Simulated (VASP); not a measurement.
Write the native input for VASP 6.6.1 that does the following.

| Property | Result |
| --- | --- |
| Task | relaxation of cell and atoms |
| Functional | r2SCAN |
| Dispersion | rVV10 |
| Potentials or basis | VASP PAW PBE potentials, release 64 (Cr_pv) |
| Cutoff | 600 eV |
| k mesh | 20 × 20 × 20 |
| Occupations | methfessel-paxton, width 0.1 eV |
| Spin | no spin polarisation |
| Further INCAR settings | ALGO = Normal; EDIFF = 1e-06; IBRION = 2; EDIFFG = -0.005; NSW = 40; ISIF = 3 |

The structure of Cr lies in POSCAR:

```
Cr
1.0
   -1.4000000000      1.4000000000      1.4000000000
    1.4000000000     -1.4000000000      1.4000000000
    1.4000000000      1.4000000000     -1.4000000000
Cr
1
Direct
    0.0000000000      0.0000000000      0.0000000000
```

The cell was built by a generator and needn't be a form met in nature.

The input as run:

INCAR

```
SYSTEM = Cr
ALGO     = Normal         ! electronic algorithm
BPARAM   = 11.95        
CPARAM   = 0.0093       
EDIFF    = 1E-6           ! SCF threshold, eV
EDIFFG   = -0.005         ! ionic threshold
ENCUT    = 600            ! plane-wave cutoff, eV
IBRION   = 2              ! ionic algorithm
ISIF     = 3              ! what is computed and relaxed
ISMEAR   = 1              ! smearing method
IVDW_NL  = 2            
LASPH    = .TRUE.         ! aspherical terms in the spheres
LCHARG   = .FALSE.        ! write CHGCAR
LMIXTAU  = .TRUE.       
LREAL    = .FALSE.        ! projectors in reciprocal space
LUSE_VDW = .TRUE.       
LWAVE    = .FALSE.        ! write WAVECAR
METAGGA  = R2SCAN         ! meta-GGA
NELM     = 120            ! most SCF steps
NSW      = 40             ! ionic steps
PREC     = Accurate       ! precision mode
SIGMA    = 0.1            ! smearing width, eV
```

KPOINTS

```
k-points
0
G
  20 20 20
  0 0 0
```

Potentials or basis: VASP PAW PBE potentials, release 64 (Cr_pv).

Command:

```bash
$ cat potpaw_PBE.64/Cr_pv/POTCAR > POTCAR
$ mpirun -np 1 vasp_std > vasp.out
```

Results of the run:

- Relaxed volume: 11.27 Å³/atom
- Relaxed cell: a = 2.446 Å, b = 2.446 Å, c = 2.446 Å, α = 109.47°, β = 109.47°, γ = 109.47°
- Space group after relaxing (to 0.05 Å): Im-3m (No. 229)
- Energy gained by relaxing: 7.1 meV/atom
- Ionic steps: 4
- Pressure after relaxing: 0.0 GPa
- Band gap on the k mesh: none (metal or under the smearing width)

Caveat: the PAW data sets were made with another functional, which shifts forces and pressure a little; the run has no spin polarisation, though such a crystal can be magnetic.

Run time: 5 min on 1 thread of AMD EPYC 9R45 (Zen 5) (shared host), peak memory 0.17 GiB.
